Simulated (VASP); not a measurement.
Data:

```
CELL_PARAMETERS angstrom
      0.00000     2.14155     2.14155
      2.14155     0.00000     2.14155
      2.14155     2.14155     0.00000
ATOMIC_POSITIONS crystal
  Si 0.00000 0.00000 0.00000
  C  0.25000 0.25000 0.25000
```

The numbers are results of rev-vdW-DF2, VASP's PBE PAW potentials (set 64) (plane waves; VASP), not measurements. Numerical set-up: 520 eV cut-off, 10×10×10 Γ-centred mesh, Gaussian smearing of 0.050 eV, potentials Si C.

Q: Estimate the energy per atom (σ→0), pressure, band gap (on the k-mesh) with the smallest direct gap where there is one.

A: 
* **band gap (on the k-mesh)**: 1.35 eV
* **smallest direct gap (on the k-mesh)**: 4.63 eV
* **energy per atom (σ→0)**: -6.589 eV/atom
* **pressure**: 14.99 GPa

The compound is SiC in the zinc blende structure. This cell is one point of a volume scan, at 0.94 of the reference volume.
